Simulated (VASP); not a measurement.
Data:

```yaml
crystal:
  lattice:
    - [1.64322, -2.84614, 0.00000]
    - [1.64322, 2.84614, 0.00000]
    - [0.00000, 0.00000, 12.85597]
  atoms:
    - { symbol: Mo, position: [0.33333, 0.66667, 0.25000] }
    - { symbol: Mo, position: [0.66667, 0.33333, 0.75000] }
    - { symbol: S, position: [0.33333, 0.66667, 0.87314] }
    - { symbol: S, position: [0.66667, 0.33333, 0.37314] }
    - { symbol: S, position: [0.66667, 0.33333, 0.12686] }
    - { symbol: S, position: [0.33333, 0.66667, 0.62686] }
```

Computed with vdW-DF2, VASP's PBE PAW potentials (set 64) (plane waves; VASP). Run with 520 eV cut-off, Gaussian smearing of 0.050 eV, potentials Mo_sv S.

Task: Give the energies of bands 17 to 30 at the high-symmetry points, in eV from the valence-band maximum.

Result: 
```tsv
band	Γ	M	K	A	L	H
17	-3.05	-4.51	-4.27	-3.05	-4.21	-4.17
18	-3.05	-4.02	-4.08	-3.05	-4.21	-4.17
19	-2.98	-3.55	-3.87	-2.21	-3.52	-3.99
20	-2.09	-3.49	-3.87	-2.21	-3.52	-3.99
21	-2.09	-2.40	-3.29	-2.08	-2.32	-3.09
22	-2.06	-2.23	-3.29	-2.08	-2.32	-3.09
23	-2.06	-1.72	-2.49	-2.08	-1.66	-2.60
24	-1.19	-1.59	-2.49	-2.08	-1.66	-2.60
25	-0.79	-1.11	-0.69	-0.21	-1.06	-0.65
26	0.00	-1.02	-0.60	-0.21	-1.06	-0.65
27	1.90	1.28	0.80	1.90	1.29	0.80
28	1.91	1.31	0.80	1.91	1.29	0.80
29	1.92	1.66	2.01	1.91	1.74	2.34
30	1.96	1.81	2.45	1.92	1.74	2.36
```

The gap is indirect, 0.79 eV, from the valence maximum at Γ to the conduction minimum at K.

Measured: gap 1.29 eV (computed value off by -0.50 eV), as given by Wei Chen et al., Physical Review Materials (2018), doi:10.1103/physrevmaterials.2.073803.

The compound is MoS2 in the 2H layered structure. It was relaxed first, which changed the volume by +13 %.
